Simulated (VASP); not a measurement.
Computed with PBE GGA with D4 dispersion, VASP's PBE PAW potentials (set 64) (plane waves; VASP).

A VASP calculation is set up with these files.

KPOINTS:
```
Automatic
0
Gamma
 6 6 6
```

**INCAR**
```
SYSTEM=BaTiO3
PREC=Accurate; ENCUT=520; LREAL=.FALSE.
LASPH=.TRUE.
EDIFF=1E-7; NELM=100; ALGO=Normal
LMAXMIX=4
ISMEAR=-5
GGA=PE; IVDW=13
ISIF=2
LWAVE=.FALSE.; LCHARG=.TRUE.; LORBIT=11
NEDOS=601
LEFG=.TRUE.
```

POSCAR:
```
BaTiO3
1.0
  3.9835924449   0.0000000000   0.0000000000
  0.0000000000   3.9835924449   0.0000000000
  0.0000000000   0.0000000000   4.1482869473
Ba Ti O
1 1 3
Cartesian
  0.0000000000   0.0000000000   0.0285750150
  1.9917962225   1.9917962225   2.1796671536
  1.9917962225   1.9917962225   4.0061813716
  3.9835924449   1.9917962225   2.0034777490
  1.9917962225   0.0000000000   2.0034777490
```

POTCAR, in this order: Ba_sv Ti_sv O (PBE.64 set). Program: vasp_std.

**Question.** What will the output report for the number of irreducible k-points (NKPTS), largest plane-wave count, number of space-group operations, FFT grid (NGX, NGY, NGZ)?

**Answer.** 
The number of irreducible k-points (NKPTS) comes out as 40 and the largest plane-wave count comes out as 1792. The number of space-group operations is 8 and the FFT grid (NGX, NGY, NGZ) comes out as 30 × 30 × 32.

The compound is BaTiO3 in the tetragonal perovskite structure. It was relaxed first.
